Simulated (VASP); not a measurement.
OSZICAR of a VASP run on AgBr:

OSZICAR:
```
       N       E                     dE             d eps       ncg     rms          rms(c)
DAV:   1     0.472637965566E+03    0.47264E+03   -0.26067E+04   516   0.112E+03
DAV:   2     0.253630425492E+02   -0.44727E+03   -0.43125E+03   658   0.247E+02
DAV:   3    -0.214814000903E+02   -0.46844E+02   -0.46365E+02   576   0.765E+01
DAV:   4    -0.229237315285E+02   -0.14423E+01   -0.14373E+01   602   0.151E+01
DAV:   5    -0.229513606376E+02   -0.27629E-01   -0.27620E-01   594   0.207E+00    0.131E+01
DAV:   6    -0.223722097600E+02    0.57915E+00   -0.18647E+00   549   0.106E+01    0.854E+00
DAV:   7    -0.223716103583E+02    0.59940E-03   -0.84934E-01   570   0.410E+00    0.198E+00
DAV:   8    -0.223562192589E+02    0.15391E-01   -0.86039E-02   551   0.220E+00    0.571E-01
DAV:   9    -0.223561558346E+02    0.63424E-04   -0.28523E-02   570   0.858E-01    0.175E-01
DAV:  10    -0.223560986716E+02    0.57163E-04   -0.93665E-04   589   0.206E-01    0.900E-02
DAV:  11    -0.223560704885E+02    0.28183E-04   -0.30023E-04   594   0.986E-02    0.322E-02
DAV:  12    -0.223560902051E+02   -0.19717E-04   -0.54047E-05   530   0.443E-02    0.183E-02
DAV:  13    -0.223561748968E+02   -0.84692E-04   -0.53923E-05   514   0.340E-02    0.126E-02
DAV:  14    -0.223563219016E+02   -0.14700E-03   -0.37513E-05   473   0.280E-02    0.655E-03
DAV:  15    -0.223564036805E+02   -0.81779E-04   -0.89936E-06   391   0.125E-02    0.335E-03
DAV:  16    -0.223564711019E+02   -0.67421E-04   -0.56662E-06   396   0.773E-03    0.181E-03
DAV:  17    -0.223564963661E+02   -0.25264E-04   -0.11687E-06   380   0.410E-03    0.205E-03
DAV:  18    -0.223565075852E+02   -0.11219E-04   -0.45046E-07   386   0.322E-03    0.732E-04
DAV:  19    -0.223565129961E+02   -0.54109E-05   -0.78162E-07   380   0.246E-03
   1 F= -.22356513E+02 E0= -.22356513E+02  d E =-.223565E+02
       N       E                     dE             d eps       ncg     rms          rms(c)
DAV:   1    -0.223622390990E+02   -0.57315E-02   -0.17870E+00   522   0.533E+00    0.229E-01
DAV:   2    -0.223643185284E+02   -0.20794E-02   -0.22534E-02   556   0.750E-01    0.106E-01
DAV:   3    -0.223642782550E+02    0.40273E-04   -0.33930E-04   594   0.106E-01    0.752E-02
DAV:   4    -0.223642369428E+02    0.41312E-04   -0.98500E-05   575   0.814E-02    0.372E-02
DAV:   5    -0.223642357434E+02    0.11994E-05   -0.55579E-05   565   0.417E-02
   2 F= -.22364236E+02 E0= -.22364236E+02  d E =-.772275E-02
       N       E                     dE             d eps       ncg     rms          rms(c)
DAV:   1    -0.223636116721E+02    0.62527E-03   -0.16122E+01   516   0.161E+01    0.683E-01
DAV:   2    -0.223826554707E+02   -0.19044E-01   -0.20687E-01   559   0.226E+00    0.319E-01
DAV:   3    -0.223822525743E+02    0.40290E-03   -0.30743E-03   599   0.326E-01    0.226E-01
DAV:   4    -0.223818614787E+02    0.39110E-03   -0.10475E-03   586   0.265E-01    0.108E-01
DAV:   5    -0.223818742569E+02   -0.12778E-04   -0.51497E-04   583   0.119E-01    0.390E-02
DAV:   6    -0.223818832616E+02   -0.90048E-05   -0.24746E-05   433   0.323E-02
   3 F= -.22381883E+02 E0= -.22381883E+02  d E =-.253703E-01
       N       E                     dE             d eps       ncg     rms          rms(c)
DAV:   1    -0.223165611864E+02    0.65313E-01   -0.65020E+01   516   0.325E+01    0.137E+00
DAV:   2    -0.223958954485E+02   -0.79334E-01   -0.86372E-01   559   0.458E+00    0.656E-01
DAV:   3    -0.223939585572E+02    0.19369E-02   -0.12979E-02   594   0.691E-01    0.470E-01
DAV:   4    -0.223924544143E+02    0.15041E-02   -0.43772E-03   575   0.501E-01    0.247E-01
DAV:   5    -0.223924299677E+02    0.24447E-04   -0.18049E-03   607   0.247E-01    0.825E-02
DAV:   6    -0.223924760568E+02   -0.46089E-04   -0.10076E-04   566   0.909E-02    0.340E-02
DAV:   7    -0.223925349986E+02   -0.58942E-04   -0.26925E-05   449   0.399E-02    0.171E-02
DAV:   8    -0.223925869453E+02   -0.51947E-04   -0.84068E-06   364   0.150E-02    0.579E-03
DAV:   9    -0.223926361534E+02   -0.49208E-04   -0.45222E-06   388   0.726E-03    0.279E-03
DAV:  10    -0.223926962407E+02   -0.60087E-04   -0.76036E-06   399   0.870E-03    0.294E-03
DAV:  11    -0.223927178526E+02   -0.21612E-04   -0.18644E-06   380   0.380E-03    0.144E-03
DAV:  12    -0.223927389961E+02   -0.21144E-04   -0.24303E-06   372   0.408E-03    0.778E-04
DAV:  13    -0.223927433900E+02   -0.43939E-05   -0.52461E-07   375   0.176E-03
   4 F= -.22392743E+02 E0= -.22392743E+02  d E =-.362304E-01
       N       E                     dE             d eps       ncg     rms          rms(c)
DAV:   1    -0.223910523413E+02    0.16867E-02   -0.19938E+00   516   0.569E+00    0.273E-01
DAV:   2    -0.223933296215E+02   -0.22773E-02   -0.24826E-02   564   0.781E-01    0.115E-01
DAV:   3    -0.223932849474E+02    0.44674E-04   -0.38447E-04   597   0.112E-01    0.807E-02
DAV:   4    -0.223932451087E+02    0.39839E-04   -0.99596E-05   578   0.829E-02    0.401E-02
DAV:   5    -0.223932427995E+02    0.23092E-05   -0.53098E-05   559   0.443E-02
   5 F= -.22393243E+02 E0= -.22393243E+02  d E =-.367298E-01
       N       E                     dE             d eps       ncg     rms          rms(c)
DAV:   1    -0.223938920595E+02   -0.64695E-03   -0.57844E+00   516   0.990E+00    0.321E-01
DAV:   2    -0.223999405903E+02   -0.60485E-02   -0.63690E-02   567   0.132E+00    0.182E-01
DAV:   3    -0.223998466833E+02    0.93907E-04   -0.69854E-04   572   0.150E-01    0.133E-01
DAV:   4    -0.223997778008E+02    0.68883E-04   -0.23566E-04   581   0.866E-02    0.699E-02
DAV:   5    -0.223997784227E+02   -0.62193E-06   -0.60797E-05   530   0.401E-02
   6 F= -.22399778E+02 E0= -.22399778E+02  d E =-.653562E-02
       N       E                     dE             d eps       ncg     rms          rms(c)
DAV:   1    -0.223562061864E+02    0.43572E-01   -0.52396E+01   516   0.299E+01    0.101E+00
DAV:   2    -0.224121706131E+02   -0.55964E-01   -0.59311E-01   561   0.402E+00    0.565E-01
DAV:   3    -0.224111898745E+02    0.98074E-03   -0.67753E-03   578   0.488E-01    0.407E-01
DAV:   4    -0.224105813742E+02    0.60850E-03   -0.16855E-03   575   0.217E-01    0.252E-01
DAV:   5    -0.224104851919E+02    0.96182E-04   -0.49387E-04   578   0.136E-01    0.108E-01
DAV:   6    -0.224104914200E+02   -0.62281E-05   -0.97023E-05   591   0.685E-02
   7 F= -.22410491E+02 E0= -.22410491E+02  d E =-.172486E-01
       N       E                     dE             d eps       ncg     rms          rms(c)
DAV:   1    -0.224063339535E+02    0.41512E-02   -0.46072E+00   516   0.884E+00    0.316E-01
DAV:   2    -0.224111461863E+02   -0.48122E-02   -0.50976E-02   567   0.118E+00    0.158E-01
DAV:   3    -0.224110657219E+02    0.80464E-04   -0.57574E-04   588   0.136E-01    0.114E-01
DAV:   4    -0.224110142175E+02    0.51504E-04   -0.19416E-04   564   0.791E-02    0.571E-02
DAV:   5    -0.224110164761E+02   -0.22585E-05   -0.49656E-05   537   0.371E-02
   8 F= -.22411016E+02 E0= -.22411016E+02  d E =-.177737E-01
       N       E                     dE             d eps       ncg     rms          rms(c)
DAV:   1    -0.224037394237E+02    0.72748E-02   -0.16087E+01   516   0.164E+01    0.498E-01
DAV:   2    -0.224139558438E+02   -0.10216E-01   -0.10696E-01   557   0.195E+00    0.119E-01
DAV:   3    -0.224139966050E+02   -0.40761E-04   -0.16306E-03   575   0.204E-01    0.714E-02
DAV:   4    -0.224139699326E+02    0.26672E-04   -0.18293E-04   581   0.629E-02    0.172E-02
DAV:   5    -0.224139728810E+02   -0.29484E-05   -0.71426E-06   331   0.136E-02
   9 F= -.22413973E+02 E0= -.22413973E+02  d E =-.295640E-02
```

Problem. Which electronic solver shows in the log?

Solution. It is blocked Davidson (ALGO = Normal, or the opening steps of other solvers). The INCAR had ALGO = Normal.

Problem. Can the final energy be trusted as converged?

Solution. Self-consistency was reached. It stopped with EDIFF = 1E-5, NELM = 100, NSW = 50 and EDIFFG = -0.03 after 9 ionic steps (PBEsol GGA, plane waves, VASP's PBE PAW potentials (set 64)).

The cell is a thin slab with vacuum, built from AgBr (rock salt): (100) face.
